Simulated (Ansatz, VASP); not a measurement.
Two plane-wave programs on In2Rh

The input INCAR:

```
SYSTEM = In2Rh
ALGO = Fast ; EDIFF = 1E-6
ENCUT = 520 ; GGA = PE
ISIF = 2 ; ISMEAR = 0
LASPH = .TRUE. ; LCHARG = .FALSE.
LREAL = .FALSE. ; LWAVE = .FALSE.
NBANDS = 28 ; NELM = 80
PREC = Accurate ; SIGMA = 0.1
```

KPOINTS

```
k-points
0
G
  6 6 4
  0 0 0
```

POSCAR

```
In2Rh
1.0
    3.4694701300      0.0000000000      0.0000000000
   -1.7347350600      3.0046492700      0.0000000000
    0.0000000000      0.0000000000      5.5254152900
In Rh
2 1
Direct
    0.3333333300      0.6666666700      0.2520099900
    0.6666666700      0.3333333300      0.7479900100
    0.0000000000      0.0000000000      0.0000000000
```

Input for Ansatz:

```yaml
crystal:
  lattice:
    - [3.46947013, 0.0, 0.0]
    - [-1.73473506, 3.00464927, 0.0]
    - [0.0, 0.0, 5.52541529]
  atoms:
    - { symbol: In, position: [0.33333333, 0.66666667, 0.25200999] }
    - { symbol: In, position: [0.66666667, 0.33333333, 0.74799001] }
    - { symbol: Rh, position: [0.0, 0.0, 0.0] }
basis:
  ecutwfc: 420
kpoints:
  mp_grid: { grid: [6, 6, 4] }
hamiltonian:
  xc: pbe
scf:
  occupations: { method: gaussian, width: 0.1 }
  lower_state_search: "off"
output:
  forces: true
  stress: true
  eigenvalues: true
```

Change from the starting cell: species swapped into the Ta2C type (P-3m1, No. 164).

Alike in both runs: task single point; functional PBE; k mesh 6 × 6 × 4; occupations gaussian, width 0.1 eV; no spin polarisation.

```csv
,VASP,Ansatz
version,VASP 6.6.1,Ansatz 0.2.0
potentials or method,"VASP PAW PBE potentials, release 64 (In_d, Rh_pv)","scalar-relativistic, plane waves, PAW"
plane-wave cutoff (eV),520,420
valence electrons in the cell,41,43
```

VASP gave:

- gap on the k mesh at the Fermi level (eV): none
- rms of the force components (eV/Å): 1.966

Problem. Estimate Ansatz's values.

Solution. gap on the k mesh at the Fermi level (eV): none; rms of the force components (eV/Å): 1.951.

Atom by atom the forces differ by 0.015 eV/Å (rms over components). A gap of «none» marks a metal or a gap that the smearing closes. The two sets of potentials don't hold the same shells in valence.

Caveats: forces of over 1 eV/Å show positions far from the minimum, so gaps and moduli don't describe the material at rest.
